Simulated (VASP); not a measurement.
# SrZr2O3 (P1) in VASP: relaxation of cell and atoms with PBE

Aim: the relaxation of cell and atoms of SrZr2O3 with PBE.

Everything below comes from runs of VASP 6.6.1. Logs are shortened: lines on timing, memory, paths and dates and some standing lists are left out, and cuts for length are marked.

## Step 1: The structure

The typed cell holds 12 atoms: a = 6.119 Å, b = 3.224 Å, c = 8.511 Å, α = 90.13°, β = 97.70°, γ = 88.64°.

The cell was built by a generator and needn't be a form met in nature.

## Step 2: Relaxation of cell and atoms, PBE

INCAR

```
SYSTEM = SrZr2O3
  ALGO = Fast
  EDIFF = 1E-5
  EDIFFG = -0.03
  ENCUT = 520
  GGA = PE
  IBRION = 2
  ISIF = 3
  ISMEAR = 0
  ISYM = 0
  KPAR = 4
  LASPH = .TRUE.
  LCHARG = .FALSE.
  LREAL = Auto
  LWAVE = .FALSE.
  NELM = 80
  NSW = 110
  PREC = Normal
  SIGMA = 0.15
```

KPOINTS

```
k-points
0
G
  4 7 3
  0 0 0
```

POSCAR

```
SrZr2O3
1.0
    6.1188026900      0.0736868600     -0.0130812300
    0.0377788000      3.2240599400      0.0012219300
   -1.1220375800     -0.0099770900      8.4370499100
Sr Zr O
2 4 6
Direct
    0.7423921000      0.7299774300      0.9990501800
    0.2407865400      0.2745497700      0.9964553100
    0.9029193700      0.2361003900      0.6456551700
    0.3564704400      0.7726691500      0.6696880100
    0.0740756400      0.7516977800      0.3443315100
    0.6355589200      0.2367224500      0.3400492200
    0.6669467900      0.7515100600      0.5624250900
    0.3143608200      0.3433097500      0.4555567600
    0.0623458100      0.7619775200      0.8371042400
    0.5356874100      0.3081563900      0.8083756500
    0.9517142600      0.2964485200      0.1915487600
    0.4626553400      0.7239876900      0.1924239500
```

Potentials or basis: VASP PAW PBE potentials, release 64 (Sr_sv, Zr_sv, O).

Run with:

```
cat potpaw_PBE.64/Sr_sv/POTCAR potpaw_PBE.64/Zr_sv/POTCAR potpaw_PBE.64/O/POTCAR > POTCAR
mpirun -np 4 vasp_std > vasp.out
```

OUTCAR:

```text
SYSTEM = SrZr2O3
   EDIFF = 1E-5
   EDIFFG = -0.03
   ENCUT = 520
   GGA = PE
   IBRION = 2
   ISIF = 3
   ISMEAR = 0
   ISYM = 0
   LASPH = .TRUE.
   LREAL = Auto
   NELM = 80
   NSW = 110
   PREC = Normal

 ion  position               nearest neighbor table
   1  0.742  0.730  0.999-  10 2.37  11 2.38  12 2.53   9 2.55  10 2.66  11 2.68   5 3.34   2 3.36
                             4 3.42   2 3.43   6 3.46   6 3.46   2 3.50   2 3.56   3 3.64   3 3.68
   2  0.241  0.275  0.996-   9 2.24   9 2.33  12 2.49  10 2.57  11 2.58  12 2.66   1 3.36   4 3.36
                             4 3.38   3 3.40   1 3.43   1 3.50   6 3.54   1 3.56   5 3.59   5 3.68
   3  0.903  0.236  0.646-   7 2.20   7 2.23   9 2.34   9 2.47  10 2.80   6 2.88   4 3.10   5 3.28
                             4 3.29   5 3.36   2 3.40   1 3.64   1 3.68   4 3.73   4 3.76
   4  0.356  0.773  0.670-  10 2.10   7 2.21   8 2.28  10 2.30   9 2.44   8 2.58   5 3.06   3 3.10
                             3 3.29   2 3.36   2 3.38   1 3.42   3 3.73   3 3.76   6 3.80   6 3.86
   5  0.074  0.752  0.344-  11 2.05   8 2.08  11 2.24   8 2.54  12 2.85   4 3.06   6 3.07   6 3.18
                             3 3.28   1 3.34   3 3.36   2 3.59   2 3.68   6 3.78   6 3.81
   6  0.636  0.237  0.340-  12 2.18  12 2.27   8 2.33   7 2.44  11 2.46   7 2.51   3 2.88   5 3.07
                             5 3.18   1 3.46   1 3.46   2 3.54   5 3.78   4 3.80   5 3.81   4 3.86
   7  0.667  0.752  0.562-   3 2.20   4 2.21   3 2.23   6 2.44   6 2.51
   8  0.314  0.343  0.456-   5 2.08   4 2.28   6 2.33   5 2.54   4 2.58
   9  0.062  0.762  0.837-   2 2.24   2 2.33   3 2.34   4 2.44   3 2.47   1 2.55
  10  0.536  0.308  0.808-   4 2.10   4 2.30   1 2.37   2 2.57   1 2.66   3 2.80
  11  0.952  0.296  0.192-   5 2.05   5 2.24   1 2.38   6 2.46   2 2.58   1 2.68
  12  0.463  0.724  0.192-   6 2.18   6 2.27   2 2.49   1 2.53   2 2.66   5 2.85

IMPORTANT INFORMATION: All symmetrisations will be switched off!
NOSYMM: (Re-)initialisation of all symmetry stuff for point group C_1.

----------------------------------------------------------------------------------------

                                     Primitive cell

  volume of cell :     166.3701

  direct lattice vectors                    reciprocal lattice vectors
     6.118802690  0.073686860 -0.013081230     0.163500318 -0.001924100  0.021741522
     0.037778800  3.224059940  0.001221930    -0.003736063  0.310211758 -0.000130021
    -1.122037580 -0.009977090  8.437049910     0.000254040 -0.000047911  0.118558569

  length of vectors
     6.119260350  3.224281506  8.511338265     0.164950750  0.310234283  0.118558851

  position of ions in fractional coordinates (direct lattice)
     0.742392100  0.729977430  0.999050180
     0.240786540  0.274549770  0.996455310
     0.902919370  0.236100390  0.645655170
     0.356470440  0.772669150  0.669688010
     0.074075640  0.751697780  0.344331510
     0.635558920  0.236722450  0.340049220
     0.666946790  0.751510060  0.562425090
     0.314360820  0.343309750  0.455556760
     0.062345810  0.761977520  0.837104240
[... 125 lines left out ...]
  energy-cutoff  :      520.00
  volume of cell :      166.37
 maximum number of plane-waves:      4504
   NGX = 23   NGY = 11   NGZ = 31

--------------------------------------- Ionic step        1  -------------------------------------------

 number of electron     103.9999986 magnetization

 Free energy of the ion-electron system (eV)
  ---------------------------------------------------
  ext. energy  EPLUGINS =         0.00000000
  ---------------------------------------------------
  free energy    TOTEN  =       -95.51149045 eV

  energy without entropy =      -95.49921189  energy(sigma->0) =      -95.50535117

------------------------ aborting loop because EDIFF is reached ----------------------------------------

  FORCE on cell =-STRESS in cart. coord.  units (eV):
  Direction    XX          YY          ZZ          XY          YZ          ZX
  --------------------------------------------------------------------------------------
  -------------------------------------------------------------------------------------
  Total        6.0667252      4.0218061      8.8573546     -2.6405883     -1.2417660      3.7714569
  in kB       58.4237714     38.7307930     85.2980882    -25.4293906    -11.9584541     36.3198806
  external PRESSURE =      60.8175509 kB  Pullay stress =       0.0000000 kB
[... 119 lines left out ...]
  FREE ENERGIE OF THE ION-ELECTRON SYSTEM (eV)
  ---------------------------------------------------
  free  energy   TOTEN  =       -96.3823581182 eV

  energy  without entropy=      -96.3586500812  energy(sigma->0) =      -96.37050410

[... ionic steps 4 to 13 ...]

--------------------------------------- Ionic step       14  -------------------------------------------

 number of electron     103.9999957 magnetization

------------------------ aborting loop because EDIFF is reached ----------------------------------------
[... 87 lines left out ...]
--------------------------------------- Ionic step       16  -------------------------------------------

 number of electron     103.9999953 magnetization

 Free energy of the ion-electron system (eV)
  ---------------------------------------------------
  ext. energy  EPLUGINS =         0.00000000
  ---------------------------------------------------
  free energy    TOTEN  =       -96.89537523 eV

  energy without entropy =      -96.87685845  energy(sigma->0) =      -96.88611684

 E-fermi :   8.6151     XC(G=0): -11.3560

 val. band max:        8.5822428867   @ k =   0.2500  -0.0000   0.3333
 cond. band min:       8.6328164680   @ k =   0.0000  -0.0000   0.3333
 fundamental gap:      0.0505735813
 Fermi energy:         8.6150906132

 k-point     1 :       0.0000    0.0000    0.0000
  band No.  band energies     occupation
      1     -40.8400      2.00000
      2     -40.7834      2.00000
      3     -40.7479      2.00000
      4     -40.7250      2.00000
      5     -27.3371      2.00000
      6     -27.1855      2.00000
[... 1549 lines left out ...]
     61      11.3051      0.00000
     62      11.3126      0.00000

 [... further k-points ...]

------------------------ aborting loop because EDIFF is reached ----------------------------------------

  FORCE on cell =-STRESS in cart. coord.  units (eV):
  Direction    XX          YY          ZZ          XY          YZ          ZX
  --------------------------------------------------------------------------------------
  -------------------------------------------------------------------------------------
  Total        0.1492807      0.1594252      0.1045169      0.0202404     -0.0220902      0.0416463
  in kB        1.4116409      1.5075707      0.9883416      0.1913992     -0.2088909      0.3938195
  external PRESSURE =       1.3025178 kB  Pullay stress =       0.0000000 kB
[... 27 lines left out ...]
  FREE ENERGIE OF THE ION-ELECTRON SYSTEM (eV)
  ---------------------------------------------------
  free  energy   TOTEN  =       -96.8953752346 eV

  energy  without entropy=      -96.8768584549  energy(sigma->0) =      -96.88611684

 reached required accuracy - stopping structural energy minimisation
```

It took 21 min on 4 MPI ranks of Intel Xeon Platinum 8259CL at 2.50GHz (Skylake/Cascade Lake), shared host; peak memory 0.37 GiB.

Results:

* Free energy: -96.8954 eV
* Relaxed volume: 14.12 Å³/atom
* Relaxed cell: a = 6.191 Å, b = 3.175 Å, c = 8.690 Å, α = 89.98°, β = 97.34°, γ = 90.01°
* Space group after relaxing (to 0.05 Å): P2_1/m (No. 11)
* Energy gained by relaxing: 115.3 meV/atom
* Ionic steps: 16
* Pressure after relaxing: 0.1 GPa
* Largest force after relaxing: 0.027 eV/Å
* Band gap on the k mesh: none (metal or under the smearing width)

Forces on the atoms (eV/Å):
```
Sr  -0.014 -0.014 -0.002
Sr   0.004  0.000  0.009
Zr   0.014  0.012 -0.008
Zr   0.010  0.011  0.013
Zr   0.009  0.007 -0.009
Zr  -0.011 -0.007 -0.013
O    0.007 -0.010  0.007
O    0.008 -0.009  0.001
O   -0.005 -0.006 -0.004
O   -0.027  0.003  0.003
O   -0.005  0.010 -0.001
O    0.012  0.002  0.004
```

The path:
```csv
step,energy change (eV),largest force (eV/Å),pressure (GPa),volume (Å³)
1,0.0000,2.2308,6.08,166.37
2,-0.8269,0.9439,-7.97,179.29
3,-0.8709,1.0789,-5.82,176.61
4,-1.2548,0.7433,1.23,168.01
5,-1.2556,0.7603,0.94,168.35
6,-1.3327,0.3970,0.35,168.95
7,-1.3434,0.5005,0.14,169.28
8,-1.3719,0.2250,-0.36,169.81
9,-1.3756,0.1758,-0.58,170.07
10,-1.3796,0.0835,0.67,168.73
11,-1.3802,0.0803,0.39,169.08
12,-1.3821,0.0708,-0.03,169.49
13,-1.3821,0.0699,-0.01,169.47
14,-1.3830,0.0478,-0.04,169.55
15,-1.3834,0.0574,-0.10,169.65
16,-1.3839,0.0274,0.13,169.43
```

Final structure:
```
CELL_PARAMETERS angstrom
6.19074 -0.00022 0.00289
-0.00070 3.17529 0.00028
-1.11372 0.00157 8.61861
ATOMIC_POSITIONS crystal
Sr 0.74259 0.76648 0.00026
Sr 0.24923 0.26595 0.00676
Zr 0.90617 0.26533 0.65481
Zr 0.35852 0.76514 0.65903
Zr 0.08375 0.76503 0.35277
Zr 0.63210 0.26553 0.34808
O 0.66792 0.76578 0.55413
O 0.32198 0.26564 0.45284
O 0.04340 0.76549 0.82068
O 0.53210 0.26572 0.81929
O 0.94818 0.26515 0.18667
O 0.45999 0.76586 0.18736
```

Levels at points of the mesh, in eV from the Fermi level:
| k point | band 49 | band 50 | band 51 | band 52 | band 53 | band 54 | band 55 | band 56 |
| --- | --- | --- | --- | --- | --- | --- | --- | --- |
| (0.00, 0.00, 0.00) | -1.86 | -1.60 | -0.47 | 0.08 | 0.27 | 1.04 | 1.21 | 1.36 |
| (0.50, 0.00, 0.00) | -1.15 | -1.07 | -0.89 | -0.40 | 0.02 | 0.48 | 1.48 | 1.62 |
